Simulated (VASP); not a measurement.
Output of a VASP run:

**OUTCAR**
```
 ion  position               nearest neighbor table
   1  0.000  0.000  0.000-   3 1.80   6 1.80   5 1.82   4 1.82   4 1.82   5 1.82
   2  0.500  0.500  0.500-   4 1.80   5 1.80   3 1.82   6 1.82   3 1.82   6 1.82
   3  0.301  0.301  0.000-   1 1.80   2 1.82   2 1.82
   4  0.801  0.199  0.500-   2 1.80   1 1.82   1 1.82
   5  0.199  0.801  0.500-   2 1.80   1 1.82   1 1.82
   6  0.699  0.699  0.000-   1 1.80   2 1.82   2 1.82
  LATTYP: Found a simple tetragonal cell.
 ALAT       =     4.2272094300
 C/A-ratio  =     0.6508038797
 Subroutine PRICEL returns:
 Original cell was already a primitive cell.
 Subroutine GETGRP returns: Found 16 space group operations
The static configuration has the point symmetry D_2h.
 The point group associated with its full space group is D_4h.
The dynamic configuration has the point symmetry D_2h.
The overall configuration has the point symmetry D_2h.
 Subroutine INISYM returns: Found 16 space group operations
 Subroutine IBZKPT returns following result:
 Found     60 irreducible k-points:

 Following reciprocal coordinates:
            Coordinates               Weight
  0.000000  0.000000  0.000000      1.000000
  0.142857  0.000000  0.000000      4.000000
  0.285714  0.000000  0.000000      4.000000
  0.428571  0.000000  0.000000      4.000000
  0.142857  0.142857  0.000000      4.000000
  0.285714  0.142857  0.000000      8.000000
  0.428571  0.142857  0.000000      8.000000
  0.285714  0.285714  0.000000      4.000000
  0.428571  0.285714  0.000000      8.000000
  0.428571  0.428571  0.000000      4.000000
  0.000000  0.000000  0.090909      2.000000
  0.142857  0.000000  0.090909      8.000000
  0.285714  0.000000  0.090909      8.000000
  0.428571  0.000000  0.090909      8.000000
  0.142857  0.142857  0.090909      8.000000
  0.285714  0.142857  0.090909     16.000000
  0.428571  0.142857  0.090909     16.000000
  0.285714  0.285714  0.090909      8.000000
  0.428571  0.285714  0.090909     16.000000
  0.428571  0.428571  0.090909      8.000000
  0.000000  0.000000  0.181818      2.000000
  0.142857  0.000000  0.181818      8.000000
  0.285714  0.000000  0.181818      8.000000
  0.428571  0.000000  0.181818      8.000000
  0.142857  0.142857  0.181818      8.000000
  0.285714  0.142857  0.181818     16.000000
  0.428571  0.142857  0.181818     16.000000
  0.285714  0.285714  0.181818      8.000000
  0.428571  0.285714  0.181818     16.000000
  0.428571  0.428571  0.181818      8.000000
  0.000000  0.000000  0.272727      2.000000
  0.142857  0.000000  0.272727      8.000000
  0.285714  0.000000  0.272727      8.000000
  0.428571  0.000000  0.272727      8.000000
  0.142857  0.142857  0.272727      8.000000
  0.285714  0.142857  0.272727     16.000000
  0.428571  0.142857  0.272727     16.000000
  0.285714  0.285714  0.272727      8.000000
  0.428571  0.285714  0.272727     16.000000
  0.428571  0.428571  0.272727      8.000000
   k-points           NKPTS =     60   k-points in BZ     NKDIM =     60   number of bands    NBANDS=     30
   number of dos      NEDOS =    301   number of ions     NIONS =      6
   total plane-waves  NPLWV =  31104
   dimension x,y,z NGX =    36 NGY =   36 NGZ =   24
   dimension x,y,z NGXF=    72 NGYF=   72 NGZF=   48
   ions per type =               2   4
   PREC   = accura    normal or accurate (medium, high low for compatibility)
   ISTART =      0    job   : 0-new  1-cont  2-samecut
   ICHARG =      2    charge: 1-file 2-atom 10-const
   ISPIN  =      2    spin polarized calculation?
   LNONCOLLINEAR =      F non collinear calculations
   LSORBIT =      F    spin-orbit coupling
   INIWAV =      1    electr: 0-lowe 1-rand  2-diag
   ENCUT  =  620.0 eV  45.57 Ry    6.75 a.u.   8.58  8.58  5.59*2*pi/ulx,y,z
   NELM   =    100;   NELMIN=  2; NELMDL= -5     # of ELM steps
   EDIFF  = 0.1E-05   stopping-criterion for ELM
   LREAL  =      F    real-space projection
...
```

### OSZICAR
```
...
DAV:   2    -0.534209720316E+02   -0.23142E+00   -0.43045E+01  7720   0.927E+01    0.191E+01
DAV:   3    -0.499432709484E+02    0.34777E+01   -0.77533E+00  7736   0.359E+01    0.608E+00
DAV:   4    -0.499098713413E+02    0.33400E-01   -0.30298E+00  7818   0.149E+01    0.544E+00
DAV:   5    -0.497933940579E+02    0.11648E+00   -0.46911E-01  7452   0.923E+00    0.177E+00
DAV:   6    -0.497839898130E+02    0.94042E-02   -0.21315E-01  8452   0.404E+00    0.924E-01
DAV:   7    -0.497774626714E+02    0.65271E-02   -0.26627E-02  7932   0.203E+00    0.336E-01
DAV:   8    -0.497771143989E+02    0.34827E-03   -0.73411E-03  7584   0.586E-01    0.121E-01
DAV:   9    -0.497771341695E+02   -0.19771E-04   -0.20629E-04  8004   0.134E-01    0.778E-02
DAV:  10    -0.497771070618E+02    0.27108E-04   -0.11765E-04  8154   0.935E-02    0.170E-02
DAV:  11    -0.497771091823E+02   -0.21206E-05   -0.86340E-06  7366   0.245E-02    0.686E-03
DAV:  12    -0.497771094001E+02   -0.21773E-06   -0.23599E-07  3666   0.592E-03
   3 F= -.36444081E+02 E0= -.36443645E+02  d E =-.831952E-01  mag=     0.0000
       N       E                     dE             d eps       ncg     rms          rms(c)
DAV:   1    -0.497644709878E+02    0.12638E-01   -0.10547E-02  7200   0.129E+00    0.268E-01
DAV:   2    -0.497642492629E+02    0.22172E-03   -0.36784E-03  7368   0.872E-01    0.204E-01
DAV:   3    -0.497639645485E+02    0.28471E-03   -0.10923E-03  8214   0.478E-01    0.709E-02
DAV:   4    -0.497639512207E+02    0.13328E-04   -0.29723E-04  7212   0.121E-01    0.328E-02
DAV:   5    -0.497639454204E+02    0.58003E-05   -0.10546E-05  9166   0.359E-02    0.140E-02
DAV:   6    -0.497639442946E+02    0.11259E-05   -0.99517E-06  7200   0.219E-02    0.590E-03
DAV:   7    -0.497639441082E+02    0.18638E-06   -0.72519E-07  3600   0.739E-03
   4 F= -.36444153E+02 E0= -.36443721E+02  d E =-.832675E-01  mag=     0.0000
       N       E                     dE             d eps       ncg     rms          rms(c)
DAV:   1    -0.497436128724E+02    0.20331E-01   -0.17312E+00  7200   0.923E+00    0.824E-01
DAV:   2    -0.497451114321E+02   -0.14986E-02   -0.68237E-02  8250   0.276E+00    0.660E-01
DAV:   3    -0.497432994363E+02    0.18120E-02   -0.81711E-03  8504   0.131E+00    0.322E-01
DAV:   4    -0.497426061873E+02    0.69325E-03   -0.25196E-03  8090   0.433E-01    0.130E-01
DAV:   5    -0.497426183783E+02   -0.12191E-04   -0.42516E-04  7830   0.138E-01    0.723E-02
DAV:   6    -0.497426109113E+02    0.74670E-05   -0.33033E-05  7948   0.786E-02    0.328E-02
DAV:   7    -0.497426095351E+02    0.13762E-05   -0.48263E-06  8294   0.182E-02    0.138E-02
DAV:   8    -0.497426094226E+02    0.11251E-06   -0.75781E-07  4194   0.831E-03
   5 F= -.36443902E+02 E0= -.36443494E+02  d E =0.250619E-03  mag=     0.0000
       N       E                     dE             d eps       ncg     rms          rms(c)
DAV:   1    -0.497557373299E+02   -0.13128E-01   -0.46032E-01  7200   0.477E+00    0.428E-01
DAV:   2    -0.497562067703E+02   -0.46944E-03   -0.18648E-02  8242   0.145E+00    0.348E-01
DAV:   3    -0.497556784532E+02    0.52832E-03   -0.22146E-03  8430   0.683E-01    0.166E-01
DAV:   4    -0.497554934984E+02    0.18495E-03   -0.70853E-04  8018   0.218E-01    0.662E-02
DAV:   5    -0.497554961908E+02   -0.26925E-05   -0.10943E-04  7944   0.744E-02    0.385E-02
DAV:   6    -0.497554940579E+02    0.21329E-05   -0.10738E-05  7570   0.448E-02    0.171E-02
DAV:   7    -0.497554938829E+02    0.17499E-06   -0.10669E-06  4864   0.941E-03
   6 F= -.36445909E+02 E0= -.36445483E+02  d E =-.175563E-02  mag=     0.0000
```

**OUTCAR**
```
------------------------ aborting loop because EDIFF is reached ----------------------------------------
  FORCE on cell =-STRESS in cart. coord.  units (eV):
  Direction    XX          YY          ZZ          XY          YZ          ZX
  --------------------------------------------------------------------------------------
  Total       13.3499686     13.3499686     13.2342214      0.0000000      0.0000000      0.0000000
  in kB      451.3653694    451.3653694    447.4519300      0.0000000      0.0000000      0.0000000
  external PRESSURE =       0.0608896 kB  Pullay stress =     450.0000000 kB
  volume of cell :       47.39
      direct lattice vectors                 reciprocal lattice vectors
     4.173999899 -0.000000000  0.000000000     0.239578348 -0.000000000  0.000000000
     0.000000000  4.173999899  0.000000000     0.000000000  0.239578348  0.000000000
     0.000000000  0.000000000  2.719929977     0.000000000  0.000000000  0.367656524
 POSITION                                       TOTAL-FORCE (eV/Angst)
 -----------------------------------------------------------------------------------
      0.00000      0.00000      0.00000         0.000000      0.000000     -0.000000
      2.08700      2.08700      1.35996        -0.000000      0.000000     -0.000000
      1.25434      1.25434      2.71993        -0.005657     -0.005657      0.000000
      3.34134      0.83266      1.35996        -0.005657      0.005657     -0.000000
      0.83266      3.34134      1.35996         0.005657     -0.005657      0.000000
      2.91966      2.91966      0.00000         0.005657      0.005657     -0.000000
 -----------------------------------------------------------------------------------
    total drift:                                0.000000      0.000000      0.000000
  FREE ENERGIE OF THE ION-ELECTRON SYSTEM (eV)
  ---------------------------------------------------
  free  energy   TOTEN  =       -49.7554938829 eV

  energy  without entropy=      -49.7542159558  energy(sigma->0) =      -49.75506791
  enthalpy is  TOTEN    =       -36.4459086027 eV   P V=       13.3095852802

 total charge

# of ion       s       p       d       tot
------------------------------------------
    1        0.436   6.644   5.169  12.249
    2        0.436   6.644   5.169  12.249
    3        1.568   3.531   0.000   5.100
    4        1.568   3.531   0.000   5.100
    5        1.568   3.531   0.000   5.100
    6        1.568   3.531   0.000   5.100
--------------------------------------------------
tot          7.145  27.414  10.337  44.897

 magnetization (x)

# of ion       s       p       d       tot
------------------------------------------
    1        0.010   0.017   2.116   2.143
    2       -0.010  -0.017  -2.116  -2.143
    3       -0.001  -0.036   0.000  -0.037
    4        0.001   0.036   0.000   0.037
    5        0.001   0.036   0.000   0.037
    6       -0.001  -0.036   0.000  -0.037
--------------------------------------------------
tot          0.000   0.000   0.000   0.000

 reached required accuracy - stopping structural energy minimisation
```
(Selected blocks of OUTCAR.)

**POSCAR**
```
MnO2
1
    4.2272094300     0.0000000000     0.0000000000
    0.0000000000     4.2272094300     0.0000000000
    0.0000000000     0.0000000000     2.7510842972
Mn O
2 4
Direct
  0.0000000000   0.0000000000   0.0000000000
  0.5000000000   0.5000000000   0.5000000000
  0.3011940115   0.3011940115   0.0000000000
  0.8011940115   0.1988059885   0.5000000000
  0.1988059885   0.8011940115   0.5000000000
  0.6988059885   0.6988059885   0.0000000000
```

Task: Reconstruct the remaining input files.

Result: Several could match; the one computed here: the input of the run itself, PBEsol GGA, plane waves, VASP's PBE PAW potentials (set 64).

INCAR:
```
ALGO = Normal
EDIFF = 1E-6
EDIFFG = -0.02
ENCUT = 620
GGA = PS
IBRION = 2
ISIF = 3
ISMEAR = 1
ISPIN = 2
LASPH = T
LCHARG = F
LMAXMIX = 4
LORBIT = 10
LREAL = F
LWAVE = F
MAGMOM = 2.4 -2.4 -0.0 0.0 0.0 -0.0
NELM = 100
NSW = 40
PREC = Accurate
PSTRESS = 450
SIGMA = 0.1
SYSTEM = MnO2
```

File KPOINTS:
```
Automatic mesh
0
Gamma
  7 7 11
0 0 0
```

POTCAR, in this order: Mn_pv O (PBE.64 set). Program: vasp_std.

Energy and stress use the plane-wave basis of the starting cell.

The compound is MnO2 in the rutile structure. This run relaxes it under an external pressure of 45 GPa. Symmetry was kept, so distortions that lower it aren't found.
